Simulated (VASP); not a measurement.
An input for Quantum ESPRESSO's pw.x (written as the equivalent of a VASP run, and not itself run):

```
&CONTROL
  calculation = 'vc-relax'
  pseudo_dir = './pseudo'
  outdir = './out'
  tprnfor = .true.
  tstress = .true.
  nstep = 60
  forc_conv_thr = 0.00039
/
&SYSTEM
  ibrav = 0
  nat = 2
  ntyp = 2
  ecutwfc = 90
  occupations = 'smearing'
  smearing = 'methfessel-paxton'
  degauss = 0.00735
  input_dft = 'vdw-df-cx'
  nspin = 2
  starting_magnetization(1) = 0.3
/
&ELECTRONS
  conv_thr = 7.3e-08
  electron_maxstep = 100
/
&IONS
/
&CELL
/
ATOMIC_SPECIES
  Fe 55.845 Fe.upf
  Pt 195.084 Pt.upf
CELL_PARAMETERS angstrom
     2.7200000    0.0000000    0.0000000
     0.0000000    2.7200000    0.0000000
     0.0000000    0.0000000    3.7100000
ATOMIC_POSITIONS crystal
  Fe   0.0000000  0.0000000  0.0000000
  Pt   0.5000000  0.5000000  0.5000000
K_POINTS automatic
  12 12 9 0 0 0
```

**Question.** Write the VASP files for the same calculation (vdW-DF-cx).

**Answer.** This is not unique; one that fits is 
File KPOINTS:
```
Automatic mesh
0
Gamma
12 12 9
0 0 0
```

INCAR:
```
AGGAC = 0.0
ALGO = Normal
EDIFF = 1E-6
EDIFFG = -0.01
ENCUT = 520
GGA = CX
IBRION = 2
ISIF = 3
ISMEAR = 1
ISPIN = 2
LASPH = T
LCHARG = F
LMAXMIX = 6
LORBIT = 10
LREAL = F
LUSE_VDW = T
LWAVE = F
MAGMOM = 3.0 0.0
NELM = 100
NSW = 60
PREC = Accurate
SIGMA = 0.1
SYSTEM = FePt
```

File POSCAR:
```
FePt
1
    2.7200000000     0.0000000000     0.0000000000
    0.0000000000     2.7200000000     0.0000000000
    0.0000000000     0.0000000000     3.7100000000
Fe Pt
1 1
Direct
  0.0000000000   0.0000000000   0.0000000000
  0.5000000000   0.5000000000   0.5000000000
```

POTCAR, in this order: Fe Pt (PBE.64 set). Program: vasp_std.

Limits of the translation: the potentials are each code's own (VASP's PAW set, PseudoDojo norm-conserving files in pw.x), so ENCUT and ecutwfc are chosen apart and not converted; conv_thr bounds pw.x's estimated SCF error, while EDIFF bounds the energy change between steps; starting_magnetization is a fraction of the valence charge and MAGMOM a moment in μB, so they match only roughly; forc_conv_thr acts on force components and is met together with etot_conv_thr.

The compound is FePt in the L1_0 structure. This run relaxes it. Symmetry was kept, so distortions that lower it aren't found.
